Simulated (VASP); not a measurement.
Given:

```
YN
1.0
    0.00000     2.44781     2.44781
    2.44781     0.00000     2.44781
    2.44781     2.44781     0.00000
Y N
1 1
Direct
  0.00000   0.00000   0.00000
  0.50000   0.50000   0.50000
```

All values below come from optB88-vdW, VASP's PBE PAW potentials (set 64) (plane waves; VASP 6.6.1). Numerical set-up: 520 eV cut-off, 10×10×10 Γ-centred mesh, tetrahedra with Blöchl corrections, potentials Y_sv N.

Problem. What does the run give for the energy per atom (σ→0), band gap (on the k-mesh) with the smallest direct gap where there is one?

Solution. 
```json
{
 "band gap (on the k-mesh)": "0.26 eV",
 "smallest direct gap (on the k-mesh)": "0.64 eV",
 "energy per atom (σ→0)": "-7.346 eV/atom"
}
```

Total energies compare only between runs with the same potentials, cut-off and functional.

The compound is YN in the rock salt structure. It was relaxed first.
